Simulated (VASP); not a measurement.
Write the native input for VASP 6.6.1 that does the following.

| Property | Result |
| --- | --- |
| Task | relaxation of cell and atoms |
| Functional | r2SCAN |
| Potentials or basis | VASP PAW PBE potentials, release 64 (Cd, S) |
| Cutoff | 600 eV |
| k mesh | 8 × 8 × 5 |
| Occupations | gaussian, width 0.02 eV |
| Spin | no spin polarisation |
| Further INCAR settings | ALGO = Normal; EDIFF = 1e-06; IBRION = 2; EDIFFG = -0.005; NSW = 80; ISIF = 3 |

The structure of CdS lies in POSCAR:

```
CdS                                     
1.0
    4.1688897967      0.0000000000      0.0000000000
   -2.0844448484      3.6103644707      0.0000000000
    0.0000000000      0.0000000000      6.7801618396
  Cd              S             
     2     2
Direct
     0.6666666699999979    0.3333333300000021    0.5001861622150463
     0.3333333300000021    0.6666666699999979    0.0001861622150463
     0.6666666699999979    0.3333333300000021    0.8768138377849490
     0.3333333300000021    0.6666666699999979    0.3768138377849490
```

The cell is a database's computed one.

One way to write it, as run:

INCAR

```
  PREC = Accurate
  ENCUT = 600
  EDIFF = 1E-6
  ISMEAR = 0
  SIGMA = 0.02
  LREAL = False
  LASPH = True
  NELM = 120
  ALGO = Normal
  ISIF = 3
  LWAVE = False
  LCHARG = False
  METAGGA = R2SCAN
  LMIXTAU = True
  IBRION = 2
  NSW = 80
  EDIFFG = -0.005
  KPAR = 4
```

KPOINTS

```
regular mesh
0
Gamma
  8 8 5
```

Potentials or basis: VASP PAW PBE potentials, release 64 (Cd, S).

Launch:

```sh
$ cat potpaw_PBE.64/Cd/POTCAR potpaw_PBE.64/S/POTCAR > POTCAR
$ mpirun -np 4 vasp_std > vasp.out
```

It gave:

- Pressure after relaxing: 0.0 GPa
- Band gap on the k mesh: 1.61 eV, direct

Caveat: the relaxation stopped at its first step, so nothing moved; the PAW data sets were made with another functional, which shifts forces and pressure a little.

It took 110 s on 4 MPI ranks on AMD EPYC 9R45 96-Core Processor (Zen 5) (shared host), peak memory 0.29 GiB a rank.
